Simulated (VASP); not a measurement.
Given:

```xyz
4
Lattice="4.6690 0.0000 0.0000 -2.3345 4.0435 0.0000 0.0000 0.0000 7.6468" Properties=species:S:1:pos:R:3 pbc="T T T"
Nd     2.3345     1.3478     0.0000
Nd     0.0000     2.6957     3.8234
As     2.3345     1.3478     4.7808
As     0.0000     2.6957     0.9574
```
Cell charge +0.02.

Method: PBE GGA, VASP's PBE PAW potentials (set 64) (plane waves; VASP). Numerical set-up: NELECT = 31.98, 400 eV cut-off, 5×5×3 Γ-centred mesh, Gaussian smearing of 0.050 eV, potentials Nd_3 As.

The 4f electrons are frozen in the core of the lanthanide potential, so 4f levels, which can set the real gap, and their magnetism are missing. The cell is charged, with a uniform compensating background.

Which forces act on the atoms, in eV/Å?

```tsv
atom	Fx	Fy	Fz
Nd1	0.000	0.000	0.125
Nd2	0.000	0.000	0.125
As3	0.000	0.000	-0.125
As4	0.000	0.000	-0.125
```

Give the stress tensor in GPa (positive for a compressed cell).

```
1.72  0.00  0.00
0.00  1.72  0.00
0.00  0.00  0.07
```
The pressure is its mean diagonal, 1.17 GPa.

The structure was generated: NdAs was put into the wurtzite type (P6_3mc), which need not be its known phase. The cell was not relaxed at this level. The k-mesh is coarse (spacing up to 0.31 per Å, 2π included), so the numbers may not be converged in it. The run is one of a series of settings (NELECT = 31.98 against the base run), some of them coarse on purpose.
